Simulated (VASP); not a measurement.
Consider the following.

```
Mo
1.0
   -1.59464     1.59464     1.59464
    1.59464    -1.59464     1.59464
    1.59464     1.59464    -1.59464
Mo
1
Direct
  0.00000   0.00000   0.00000
```

Method: AM05 GGA, VASP's PBE PAW potentials (set 64) (plane waves; VASP). Settings: 520 eV cut-off, 16×16×16 Γ-centred mesh, first-order Methfessel-Paxton smearing of 0.10 eV, potentials Mo_sv.

### Question
Predict the energy per atom (σ→0), pressure, band gap (on the k-mesh) with the smallest direct gap where there is one.

### Answer

The band gap (on the k-mesh) comes out as none (metal, semimetal or under 0.01 eV). The energy per atom (σ→0) comes out as -11.491 eV/atom and the pressure comes out as -14.99 GPa.

The compound is Mo in the bcc structure. This cell is one point of a volume scan, at 1.06 of the reference volume.
